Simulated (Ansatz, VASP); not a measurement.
## Cross-check of LiF (Griceite) between VASP and Ansatz

Wanted: the spread between two codes on one cell, functional and k mesh. The cell is taken from a series of runs on this material, whose earlier steps may have relaxed, scaled, displaced or heated it; both programs get it as it stands.

Main program and level: Ansatz 0.2.0; plane waves, with VASP 6.6.1 beside it; single point at HSE06.

## 1. Starting point

It takes space group Fm-3m (No. 225, cubic). Conventional cell: a = 4.067 Å, b = 4.067 Å, c = 4.067 Å, α = 90.00°, β = 90.00°, γ = 90.00°. Li has 6 F at 2.03 Å nearest. F has 6 Li at 2.03 Å nearest. Farther neighbours and most contacts between anions are not listed.

## 2. VASP: single point, HSE06

A single point gives forces, pressure and levels at one fixed geometry, so differences don't come from the geometry; what else differs is listed under the comparison.

Lines of VASP's logs that name or quote its potential files are left out, and so is its time.

The run reads the wave functions of an earlier VASP run, which isn't shown here.

Contents of INCAR:

```
SYSTEM = LiF
PREC = Accurate
ENCUT = 650
EDIFF = 1E-06
NELM = 100
ISMEAR = 0
SIGMA = 0.01
LREAL = .FALSE.
ALGO = Normal
LHFCALC = .TRUE.
AEXX = 0.25
GGA = PE
HFSCREEN = 0.208
LASPH = .TRUE.
NBANDS = 11
PRECFOCK = Fast
LORBIT = 11
LWAVE = .FALSE.
LCHARG = .FALSE.
KPAR = 4
ISIF = 2
```

Contents of POSCAR:

```
LiF
1.0
    0.0000000000      2.0333784114      2.0333784114
    2.0333784114      0.0000000000      2.0333784114
    2.0333784114      2.0333784114      0.0000000000
Li F
1 1
Direct
    0.0000000000      0.0000000000      0.0000000000
    0.5000000000      0.5000000000      0.5000000000
```

Contents of KPOINTS:

```
Automatic mesh
0
Gamma
6 6 6
0 0 0
```

Potentials, in the order of the species: Li_sv and F (PBE family, release 64).

Started as:

```console
mpirun -np 4 vasp_std
```

Numbers of over 12 decimals in the logs are rounded to 6 here.

The program printed:

```text
[banner, memory and clock lines left out]
running    4 mpi-ranks, on    1 nodes
 distrk:  each k-point on    1 cores,    4 groups
 distr:  one band on    1 cores,    1 groups

 POSCAR found type information on POSCAR LiF
 POSCAR found :  2 types and       2 ions
 LDA part: xc-table for (Slater+PW92), standard interpolation
 found WAVECAR, reading the header
 POSCAR, INCAR and KPOINTS ok, starting setup
 FFT: planning ... GRIDC
 FFT: planning ... GRID_SOFT
 FFT: planning ... GRID
 reading WAVECAR
 the WAVECAR file was read successfully
 initial charge from wavefunction
 entering main loop
       N       E                     dE             d eps       ncg     rms          rms(c)
DAV:   1    -0.113883318568E+02   -0.11388E+02   -0.31203E-01   355   0.482E+00    0.340E-01
DAV:   2    -0.113874804793E+02    0.85138E-03   -0.69092E-03   397   0.919E-01    0.188E-01
DAV:   3    -0.113870605892E+02    0.41989E-03   -0.17173E-03   411   0.297E-01    0.132E-01
DAV:   4    -0.113869536862E+02    0.10690E-03   -0.52798E-05   399   0.735E-02    0.815E-02
DAV:   5    -0.113869033075E+02    0.50379E-04   -0.31353E-05   413   0.683E-02    0.438E-02
DAV:   6    -0.113868893654E+02    0.13942E-04   -0.64415E-06   400   0.333E-02    0.247E-02
DAV:   7    -0.113868849553E+02    0.44102E-05   -0.19227E-06   424   0.164E-02    0.148E-02
DAV:   8    -0.113868837801E+02    0.11752E-05   -0.79148E-07   407   0.102E-02    0.892E-03
DAV:   9    -0.113868835389E+02    0.24124E-06   -0.26296E-07   224   0.647E-03
   1 F= -.11386884E+02 E0= -.11386884E+02  d E =-.423959E-43
```

OUTCAR, selected parts (step 2):

```text
ion  position               nearest neighbor table
   1  0.000  0.000  0.000-   2 2.03   2 2.03   2 2.03   2 2.03   2 2.03   2 2.03
   2  0.500  0.500  0.500-   1 2.03   1 2.03   1 2.03   1 2.03   1 2.03   1 2.03

  LATTYP: Found a face centered cubic cell.
 ALAT       =     4.0667568228

 Subroutine GETGRP returns: Found 48 space group operations
 (whereof 48 operations were pure point group operations)

The static configuration has the point symmetry O_h .

 Found     16 irreducible k-points:

   k-points           NKPTS =     16   k-points in BZ     NKDIM =    216   number of bands    NBANDS=     11

   dimension x,y,z NGX =    24 NGY =   24 NGZ =   24
   dimension x,y,z NGXF=    48 NGYF=   48 NGZF=   48

   ENCUT  =  650.0 eV  47.77 Ry    6.91 a.u.   5.98  5.98  5.98*2*pi/ulx,y,z

   NELECT =      10.0000    total number of electrons

 k-points in reciprocal lattice and weights: Automatic mesh
   0.00000000  0.00000000  0.00000000       0.005
   0.16666667  0.00000000  0.00000000       0.037
   0.33333333  0.00000000  0.00000000       0.037
   0.50000000  0.00000000  0.00000000       0.019
   0.16666667  0.16666667  0.00000000       0.028
   0.33333333  0.16666667  0.00000000       0.111
   0.50000000  0.16666667  0.00000000       0.111
  -0.33333333  0.16666667  0.00000000       0.111
  -0.16666667  0.16666667  0.00000000       0.056
[...]
-0.33333333  0.33333333  0.16666667       0.111
  -0.33333333  0.50000000  0.16666667       0.056

  exchange ACFDT corr.  =         0.00000000  see jH, gK, PRB 81, 115126

 average (electrostatic) potential at core
       1 -55.6814       2 -69.7526

 E-fermi :  -2.8059

 k-point     1 :       0.0000    0.0000    0.0000
  band No.  band energies     occupation
      1     -45.9394      2.00000
      2     -24.3960      2.00000
      3      -2.9010      2.00000
      4      -2.9010      2.00000
      5      -2.9010      2.00000
      6       8.2108      0.00000
      7      23.3129      0.00000
      8      23.3129      0.00000
      9      23.3129      0.00000
     10      23.6283      0.00000
    ...

 k-point     2 :       0.1667    0.0000    0.0000
  band No.  band energies     occupation
      1     -45.9265      2.00000
      2     -24.2932      2.00000
      3      -3.6313      2.00000
      4      -2.9633      2.00000
      5      -2.9633      2.00000
      6       8.9548      0.00000
      7      18.8627      0.00000
      8      21.0532      0.00000
      9      21.0533      0.00000
     10      25.2622      0.00000
    ...

 k-point     3 :       0.3333    0.0000    0.0000
  band No.  band energies     occupation
      1     -45.9001      2.00000
      2     -24.0765      2.00000
      3      -4.8983      2.00000
      4      -3.0817      2.00000
      5      -3.0817      2.00000
      6       9.9163      0.00000
      7      16.4270      0.00000
      8      19.0033      0.00000
      9      19.0033      0.00000
     10      27.4865      0.00000
    ...

  Total       -0.3783203     -0.3783203     -0.3783203     -0.0000000     -0.0000000      0.0000000
  in kB      -36.0483688    -36.0483688    -36.0483688     -0.0000000     -0.0000000      0.0000000
  external PRESSURE =     -36.0483688 kB  Pullay stress =       0.0000000 kB

  energy-cutoff  :      650.00
  volume of cell :       16.81
      direct lattice vectors                 reciprocal lattice vectors
     0.000000000  2.033378411  2.033378411    -0.245896188  0.245896188  0.245896188
     2.033378411  0.000000000  2.033378411     0.245896188 -0.245896188  0.245896188
     2.033378411  2.033378411  0.000000000     0.245896188  0.245896188 -0.245896188

 POSITION                                       TOTAL-FORCE (eV/Angst)
 -----------------------------------------------------------------------------------
      0.00000      0.00000      0.00000        -0.000000      0.000000     -0.000000
      2.03338      2.03338      2.03338         0.000000     -0.000000      0.000000
 -----------------------------------------------------------------------------------
    total drift:                               -0.000000     -0.000000     -0.000000

  FREE ENERGIE OF THE ION-ELECTRON SYSTEM (eV)
  ---------------------------------------------------
  free  energy   TOTEN  =       -11.3868835389 eV

  energy  without entropy=      -11.3868835389  energy(sigma->0) =      -11.38688354

 total charge
# of ion       s       p       d       tot
------------------------------------------
    1        2.013   0.046   0.000   2.059
    2        1.734   4.440   0.000   6.173
--------------------------------------------------
tot          3.746   4.486   0.000   8.232

[... 3 further parts left out ...]
```

The run ends at a pressure of -3.60 GPa.

## 3. Ansatz: single point, HSE06

Ansatz runs on its PAW soft_1 files.

The same cell, functional and mesh now go to Ansatz, which takes its cutoff from its data sets.

Contents of input.yaml:

```yaml
crystal:
  lattice:
    - [0.0, 2.0333784114, 2.0333784114]
    - [2.0333784114, 0.0, 2.0333784114]
    - [2.0333784114, 2.0333784114, 0.0]
  atoms:
    - { symbol: Li, position: [0.0, 0.0, 0.0] }
    - { symbol: F, position: [0.5, 0.5, 0.5] }
kpoints:
  mp_grid: { grid: [6, 6, 6] }
  band_path:
    path:
      - [0.0, 0.0, 0.0]
      - [0.5, 0.0, 0.5]
      - [0.625, 0.25, 0.625]
      - [0.375, 0.375, 0.75]
      - [0.5, 0.5, 0.5]
      - [0.5, 0.25, 0.75]
      - [0.075, 0.075, 0.15]
    npoints: 1
hamiltonian:
  xc: hse06
  pseudopotentials: { kind: paw, azcp: { folder: soft_1 } }
scf:
  occupations: { method: fixed }
  n_extra_bands: 4
output:
  eigenvalues: true
```

Started as:

```console
ansatz run input.yaml --threads 3 --pin off --max-ram 92160MiB --backend cuda --events-out ev --progress --plain --runs-dir out --devices 1 --max-vram 13GiB
```

The program printed:

```text
scf.n_extra_bands = 4 over 5 filled bands (N_el = 10.0): the run solves 9 bands
GPUs: using 1 of 1 available (devices: 1).
Engine: ansatz 0.2.0, x86_64-unknown-linux-gnu
Pseudopotentials: kind: paw
Pseudopotential: Li, paw, valence charge 3, recommended cutoff 420 eV (normal), soft_1/Li.paw.azcp
Pseudopotential: F, paw, valence charge 7, recommended cutoff 420 eV (normal), soft_1/F.paw.azcp
Functional definition: HSE06
  parameter a = 0.25
  parameter omega = 0.11/bohr
  exchange = pbe_x - a*pbe_x_sr(omega) + a*exact_x_sr(omega)
  correlation = pbe_c
davidson cushion auto → on  (no smearing: the cushion is to keep the highest requested band from converging to the state above it; pin scf.eigensolver.cushion to override)
device memory: the entry about to start is reckoned to put 0.3 GiB on a device that reports 41.1 GiB free (of which the cap on the GPU budget leaves the run 13.0 GiB)
GPU FFT provider: cuFFT
GPU libraries: cuBLAS 13.8.2, cuFFT 12.4.0, cuSOLVER 12.3.4
Crystal: 2 atoms, lattice volume = 16.815 Å³
Basis set: ecut = 420 eV, 331 PW (Γ)
Bands: 9, of which v1, the nominal top of the filled ones, is band 5 counted from 1 (4 counted from 0)
Symmetry: 48 space group operations
Space group: Fm-3m (ITA 225), of the structure as read, at distance tolerance 2.6e-5 Å
k-points: 16 of 216
Non-local potential: Li, projectors of the file, l = 0: 3, l = 1: 2, l = 2: 1
Non-local potential: F, projectors of the file, l = 0: 2, l = 1: 2, l = 2: 1
PAW form: soft (Blöchl's): semilocal exchange-correlation on the pseudo side does not see the compensation charge
PAW frozen core: F, regenerated for the run's functional, and the local potential with it (the file was generated under x = pbe(κ = 0.804, μ = 0.219515), c = pbe(β = 0.066725))
PAW one-centre angular grid: Li, 110 points (default); XC on 160 Gauss nodes
PAW one-centre angular grid: F, 110 points (default); XC on 64 Gauss nodes
Initial density: superposition of atomic densities (chi_scale 0.1, normalization cell, long waves kept (reshape's long-wave potential 0.00 eV rms))
Initial wavefunctions: pseudopotential atomic-orbital guess
GPU buffer pool allocated for 8000 grid points (all kernels)
GPU transforms: local potential and band sums: pruned to the plane-wave sphere, on 18×20×20
Functional: x = pbe(κ = 0.804, μ = 0.219515), c = pbe(β = 0.066725), warm-up for x = pbe(κ = 0.804, μ = 0.219515) + 0.25 (exact − pbe) at short range (hse, ω = 0.207870 Å⁻¹), c = pbe(β = 0.066725); HSE06 as pw.x's `hse` composes it (authors' and Libxc's form: `xc: wpbeh`)
SCF iter   1: F=—  HF=-1016.032038 eV  |F-HF|=—  |Δ(HF+E_count)|=         —  Δρ=5.91e-2  dr2=3.13e-1  ethr=1.00e-1  ⟨swp⟩=4.6  Hψ=526  notcnv=0
preconditioner: auto → none  [insulator: Δε(μ)=7.983 eV  Ē_g=21.578 eV  n_scr=0 (ndim 8)  ℏωp=25.6 eV  f_vac=0.000]
SCF iter   2: F=—  HF=-1016.143107 eV  |F-HF|=—  |Δ(HF+E_count)|=   1.11e-1  Δρ=3.24e-2  dr2=8.82e-2  ethr=3.13e-3  ⟨swp⟩=3.4  Hψ=424  notcnv=0
SCF iter   3: F=—  HF=-1016.174324 eV  |F-HF|=—  |Δ(HF+E_count)|=   3.12e-2  Δρ=1.46e-2  dr2=1.71e-2  ethr=8.82e-4  ⟨swp⟩=3.1  Hψ=417  notcnv=0
iter 4 solved again at ethr=1.12e-6 eV; its pass at ethr=1.71e-4 eV (dr2=1.12e-4 eV) is discarded
SCF iter   4: F=-1016.176550 eV  HF=-1016.176426 eV  |F-HF|=1.24e-4  |Δ(HF+E_count)|=   2.10e-3  Δρ=1.29e-3  dr2=1.19e-4  ethr=1.12e-6  ⟨swp⟩=2.9  Hψ=807  notcnv=0
SCF 1 stopped early in 4 iterations: F = -1016.176550 eV  dr2 = 1.19e-4
  greatest PAW one-centre occupation: 1.000 electrons in one spin orbital (limit 2), on the Li atom at site 0 (counted from 0), in its partial waves of l = 0
device memory: the entry about to start is reckoned to put 0.9 GiB on a device that reports 40.8 GiB free (of which the cap on the GPU budget leaves the run 13.0 GiB)
GPU FFT provider: cuFFT
GPU libraries: cuBLAS 13.8.2, cuFFT 12.4.0, cuSOLVER 12.3.4
Initial density: handed on by an earlier stage of this run
Initial wavefunctions: those handed on with the density
GPU buffer pool allocated for 8000 grid points (all kernels)
GPU transforms: local potential and band sums: pruned to the plane-wave sphere, on 18×20×20
Functional: x = pbe(κ = 0.804, μ = 0.219515) + 0.25 (exact − pbe) at short range (hse, ω = 0.207870 Å⁻¹), c = pbe(β = 0.066725); HSE06 as pw.x's `hse` composes it (authors' and Libxc's form: `xc: wpbeh`)
Exchange kernel: α = 0.2500, screened, ω = 0.2079 Å⁻¹, Wigner–Seitz truncation, v(0) = 1035.5971 eV·Å³, q-mesh 6×6×6, nearest image of the exchange supercell L = 17.25 Å, pair-density grid 12×12×12, without the augmentation charges, whose exchange is taken in its separable form by FFT convolution over the k-point mesh (sized by the pseudopotential files, 16×16×16 at the most), smooth part of the exact exchange by density-matrix convolution in up to 719.2 MiB of GPU memory as planned if the GPU has room (build and FFT work areas not counted)
Frozen-core exchange: fock
SCF iter   1: F=—  HF=-1016.115020 eV  |F-HF|=—  |Δ(HF+E_count)|=         —  Δρ=8.28e-3  dr2=1.21e-2  ethr=1.19e-5  ⟨swp⟩=4.4  Hψ=609  notcnv=0
preconditioner: auto → none  [insulator: Δε(μ)=11.185 eV  Ē_g=25.419 eV  n_scr=0 (ndim 8)  ℏωp=25.6 eV  f_vac=0.000]
SCF iter   2: F=—  HF=-1016.112036 eV  |F-HF|=—  |Δ(HF+E_count)|=   2.98e-3  Δρ=3.52e-3  dr2=1.39e-3  ethr=1.19e-5  ⟨swp⟩=3.0  Hψ=474  notcnv=0
SCF iter   3: F=—  HF=-1016.113976 eV  |F-HF|=—  |Δ(HF+E_count)|=   1.94e-3  Δρ=4.87e-4  dr2=4.11e-5  ethr=1.09e-5  ⟨swp⟩=3.0  Hψ=391  notcnv=0
SCF iter   4: F=-1016.113969 eV  HF=-1016.113970 eV  |F-HF|=2.71e-8  |Δ(HF+E_count)|=   6.67e-6  Δρ=5.05e-5  dr2=1.06e-6  ethr=4.03e-7  ⟨swp⟩=3.0  Hψ=417  notcnv=0
SCF 2 stopped early in 4 iterations: F = -1016.113969 eV  dr2 = 1.06e-6
  greatest PAW one-centre occupation: 0.999 electrons in one spin orbital (limit 2), on the Li atom at site 0 (counted from 0), in its partial waves of l = 0
hybrid outer 1: dexx = +2.440e-3 eV, tail = 6.09e-6 eV
GPU FFT provider: cuFFT
GPU libraries: cuBLAS 13.8.2, cuFFT 12.4.0, cuSOLVER 12.3.4
GPU buffer pool allocated for 8000 grid points (all kernels)
GPU transforms: local potential and band sums: pruned to the plane-wave sphere, on 18×20×20
Exchange kernel: α = 0.2500, screened, ω = 0.2079 Å⁻¹, Wigner–Seitz truncation, v(0) = 1035.5971 eV·Å³, q-mesh 6×6×6, nearest image of the exchange supercell L = 17.25 Å, pair-density grid 12×12×12, without the augmentation charges, whose exchange is taken in its separable form by FFT convolution over the k-point mesh (sized by the pseudopotential files, 16×16×16 at the most), smooth part of the exact exchange by density-matrix convolution in up to 719.2 MiB of GPU memory as planned if the GPU has room (build and FFT work areas not counted)
Frozen-core exchange: fock
SCF iter   1: F=—  HF=-1016.114092 eV  |F-HF|=—  |Δ(HF+E_count)|=         —  Δρ=1.02e-4  dr2=3.95e-7  ethr=3.04e-7  ⟨swp⟩=3.0  Hψ=368  notcnv=0
preconditioner: auto → none  [insulator: Δε(μ)=11.131 eV  Ē_g=25.332 eV  n_scr=0 (ndim 8)  ℏωp=25.6 eV  f_vac=0.000]
iter 2 solved again at ethr=1.36e-10 eV; its pass at ethr=3.83e-9 eV (dr2=1.36e-8 eV) is discarded
SCF iter   2: F=-1016.114092 eV  HF=-1016.114092 eV  |F-HF|=1.83e-9  |Δ(HF+E_count)|=   1.02e-7  Δρ=1.55e-5  dr2=2.63e-8  ethr=1.36e-10  ⟨swp⟩=2.1  Hψ=762  notcnv=0
SCF 3 converged in 2 iterations: F = -1016.114092 eV  dr2 = 2.63e-8
hybrid outer 2: dexx = +1.487e-7 eV, tail = 5.87e-8 eV, Δε = 1.23e-3 eV (about 1.32e-4 eV left of the loop's levels)
device memory: the entry about to start is reckoned to put 0.3 GiB on a device that reports 40.5 GiB free (of which the cap on the GPU budget leaves the run 13.0 GiB)
NSCF: frozen V_eff on 7 k-points
hybrid SCF converged: 2 outer / 6 inner (+4 warm-up), last move |dexx| = 1.49e-7 eV, tail = 5.87e-8 eV
Stability not checked: this state was not tested for a lower state beside it, because the functional holds exact exchange (a hybrid, or Hartree-Fock), whose exchange loop this test does not read (fock_operator; see scf.lower_state_search)
Free energy (F): -1016.114092 eV
Frozen-core exchange: fock
Harris-Foulkes:  -1016.114092 eV  (|F-HF|=1.83e-9)
Internal energy: -1016.114092 eV  (E = F + TS)
E sigma→0 (E₀):  -1016.114092 eV
Fermi energy:    -0.975786 eV
--- Per-component energies (eV) ---
  E_band       = -144.802634
  E_kinetic    = 217.560751
  E_local      = -663.089001  (includes V_loc(G=0)·N_el)
  E_nonlocal   = 66.186330
  E_hartree    = 231.772618
  E_xc         = -69.999635
  E_vxc        = -89.061251  (∫ρ·V_xc dr)
  E_exx        = -38.343332  (= α·E_x^exact, valence–valence)
  E_paw        = -208.352518  (= ΣΔE_a)
  E_vpaw       = -63.262494  (= ΣTr[D̂ρ^β])
  E_aug_tail   = 0.001045  (compensation charges beyond the density's cutoff)
  E_ewald      = -551.820154
  E_core_change = -0.030198  (= ΣΔE_core)
  E_smearing   = -0.000000  (= −TS)
  E_closure    = -0.000000  (closes the sum)
  Σ components = -1016.114092   (vs F -1016.114092, Δ=-1.14e-13)
--- Band table (eV; the first three rows and the last of 16) ---
  k-point 0: bands = ["-43.9941", "-22.4610", "-0.9758", "-0.9758", "-0.9758", "10.1558", "25.3347", "25.3347", "25.3347"]
  k-point 1: bands = ["-43.9810", "-22.3598", "-1.7024", "-1.0370", "-1.0370", "10.9021", "20.8041", "23.0320", "23.0320"]
  k-point 2: bands = ["-43.9549", "-22.1473", "-2.9659", "-1.1545", "-1.1545", "11.8666", "18.3620", "20.9776", "20.9776"]
  k-point 15: bands = ["-43.9268", "-21.8024", "-3.5176", "-2.5314", "-1.8426", "16.2066", "16.7021", "18.7076", "20.7748"]
```

Reading the cycles: dr2 is the Hartree energy of the density residual (eV), the measure of convergence; HF is the Harris–Foulkes estimate of the energy, which meets the free energy F at convergence.

## 4. Comparison

Known differences besides the potentials themselves: exact exchange at q = 0 is treated differently, which shows on coarse meshes; VASP keeps PBE cores, Ansatz makes them for the functional; fixed occupations in Ansatz, narrow Gaussian smearing in VASP; the cutoff is 420 eV in Ansatz and 650 eV in VASP; VASP takes a coarser grid for exact exchange (PRECFOCK = Fast). Total energies have different zeros and are not compared.

Compared:

```csv
quantity,Ansatz,VASP,difference
gap on the k mesh (eV),11.132,11.112,+0.020
```

A gap on the mesh is an upper bound, since the band edges may lie between its points.

## 5. Outcome

```
difference in gap on the k mesh (single point, HSE06) : 0.020 eV
```

**Reading.** The difference in gap on the k mesh is 0.020 eV (single point, HSE06), within the 0.08 eV picked in this series as the mark of a large difference. Such differences can come from data sets, numerical settings and the points named under the comparisons, not from the functional's error against experiment.

[Lines on the potential files, build, host, timing and source positions are cut from VASP's logs without a mark.]

[Logs are printed without paths, hosts, clocks, repeated set-up lines and the standing remarks that a program may print on its own settings, such as how far it seeks lower states.]

[Hosts, paths, dates, database ids (printed as entryN), source tags and the programs' standing remarks are cut or masked in the printed files.]
